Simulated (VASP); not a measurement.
The system is C.

```xyz
4
Lattice="2.4610 0.0000 0.0000 -1.2305 2.1313 0.0000 0.0000 0.0000 9.3912" Properties=species:S:1:pos:R:3 pbc="T T T"
C     0.0000    0.0000    2.3478
C     0.0000    1.4209    2.3478
C     0.0000    0.0000    7.0434
C     1.2305    0.7104    7.0434
```

The cell was built by a generator and needn't be a form met in nature.

Base run:

| Property | Result |
| --- | --- |
| Program | VASP 6.6.1 |
| Functional | r2SCAN |
| Potentials or basis | VASP PAW PBE potentials, release 64 (C) |
| Cutoff | 520 eV |
| k mesh | 16 × 16 × 4 |
| Occupations | fermi-dirac, width 0.05 eV |
| Spin | no spin polarisation |

Its results: band gap on the k mesh 1.24 eV, direct; pressure -0.9 GPa.

**Question.** The run is repeated on the same cell with these changes: functional from r2SCAN to SCAN. What comes out?

**Answer.** Band gap on the k mesh 1.24 eV, direct; pressure -2.1 GPa.

Caveats: the PAW data sets were made with another functional, which shifts forces and pressure a little.

A k mesh can miss the band edges.

Not every run made on this cell is shown here.
